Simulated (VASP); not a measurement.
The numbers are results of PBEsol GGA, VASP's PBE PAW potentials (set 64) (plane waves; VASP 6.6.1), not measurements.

The input files of a VASP run:

### KPOINTS
```
Automatic mesh
0
Gamma
8 8 8
0 0 0
```

**INCAR**
```
SYSTEM = GaAs
PREC = Accurate; ENCUT = 480; LREAL = .FALSE.
LASPH = .TRUE.
EDIFF = 1E-7; NELM = 100; ALGO = Normal
LMAXMIX = 4
ISMEAR = 0; SIGMA = 0.05
GGA = PS
ISIF = 2
LWAVE = .FALSE.; LCHARG = .FALSE.
```

POSCAR:
```
GaAs
1
    0.0141424293     2.8284858617     2.8284858617
    2.8426282910     0.0000000000     2.8426282910
    2.8284858617     2.8284858617     0.0141424293
Ga As
1 1
Direct
  0.0000000000   0.0000000000   0.0000000000
  0.2500000000   0.2500000000   0.2500000000
```

POTCAR, in this order: Ga_d As (PBE.64 set). Program: vasp_std.

**Question.** What will the output report for the number of irreducible k-points (NKPTS), number of bands (NBANDS), largest plane-wave count, number of space-group operations, FFT grid (NGX, NGY, NGZ)?

**Answer.** 
- number of irreducible k-points (NKPTS): 95
- number of bands (NBANDS): 13
- largest plane-wave count: 1102
- number of space-group operations: 4
- FFT grid (NGX, NGY, NGZ): 30 × 30 × 30

The compound is GaAs in the zinc blende structure. This cell was strained or had an atom moved on purpose.
